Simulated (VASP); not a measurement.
An input for Ansatz (written as the equivalent of a VASP run, and not itself run):

Ansatz 0.2 input:
```yaml
crystal:
  lattice:
    - [0.0000000, 2.8487438, 2.8487438]
    - [2.8487438, 0.0000000, 2.8487438]
    - [2.8487438, 2.8487438, 0.0000000]
  atoms:
    - { symbol: Ba, position: [0.0000000, 0.0000000, 0.0000000] }
    - { symbol: S, position: [0.5000000, 0.5000000, 0.5000000] }
kpoints:
  mp_grid: { grid: [8, 8, 8] }
hamiltonian:
  xc: lda
  pseudopotentials: { kind: paw }
scf:
  occupations: { method: gaussian, width: 0.05 }
  max_iter: 100
relax:
  max_steps: 40
  f_tol: 0.02
  cell: { p_target: 45 }
output: { forces: true, stress: true, eigenvalues: true }
```

Problem. Translate this input to VASP (INCAR, KPOINTS, POSCAR, choice of POTCAR).

Solution. This is not unique; one that fits is 
### KPOINTS
```
Automatic mesh
0
gamma
8 8 8
0 0 0
```

POSCAR:
```
BaS
1
    0.0000000000     2.8487438051     2.8487438051
    2.8487438051     0.0000000000     2.8487438051
    2.8487438051     2.8487438051     0.0000000000
Ba S
1 1
Direct
  0.0000000000   0.0000000000   0.0000000000
  0.5000000000   0.5000000000   0.5000000000
```

**INCAR**
```
# general
SYSTEM =BaS
PREC   =Accurate
ENCUT  =500
LREAL  =F
LASPH  =T

# electronic loop
EDIFF  =1E-6
NELM   =100
ALGO   =Normal
LMAXMIX=4

# smearing
ISMEAR =0
SIGMA  =0.05

# ions
IBRION =2
NSW    =40
ISIF   =3
EDIFFG =-0.02
PSTRESS=450

# output
LWAVE  =F
LCHARG =F
```

POTCAR, in this order: Ba_sv S (LDA.64 set). Program: vasp_std.

What does not carry over: each code has its own PAW files, so the cut-off isn't converted (ENCUT is set for VASP's; basis.ecutwfc is left out, and Ansatz then takes the one that its files recommend); Ansatz stops its SCF on the density residual and VASP on the energy change (EDIFF); Ansatz's lda is the Perdew-Wang form, while the LDA potentials of VASP carry Perdew-Zunger's.

The compound is BaS in the rock salt structure. This run relaxes it under an external pressure of 45 GPa. Symmetry was kept, so distortions that lower it aren't found.
